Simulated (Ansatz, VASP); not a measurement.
Two plane-wave programs on NbCd3

```xyz
4
Lattice="4.2721 0.0000 0.0000 0.0000 4.2721 0.0000 0.0000 0.0000 4.2721" Properties=species:S:1:pos:R:3 pbc="T T T"
Nb    0.0000    0.0000    0.0000
Cd    0.0000    2.1361    2.1361
Cd    2.1361    0.0000    2.1361
Cd    2.1361    2.1361    0.0000
```

Alike in both runs: functional r2SCAN; k mesh 10 × 10 × 10; occupations gaussian, width 0.1 eV; no spin polarisation.

Ansatz relaxed the structure, and its values are those at the end. VASP's run is a single point on that final structure, the one shown.

```csv
,VASP,Ansatz
version,VASP 6.6.1,Ansatz 0.2.0
potentials or method,"VASP PAW PBE potentials, release 64 (Nb_sv, Cd)","scalar-relativistic, plane waves, PAW"
plane-wave cutoff (eV),520,500
valence electrons in the cell,49,73
```

Ansatz gave:

```
gap on the k mesh at the Fermi level (eV) : none
pressure (GPa)                            : 0.0
```

Q: What did VASP give for the same quantities?

A: gap on the k mesh at the Fermi level (eV): none; pressure (GPa): 0.5.

A gap of «none» marks a metal or a gap that the smearing closes. The functional is the same, so the differences come from potentials, cutoffs and numerics. The two sets of potentials don't hold the same shells in valence.

Caveats: the PAW data sets were made with another functional, which shifts forces and pressure a little (VASP).
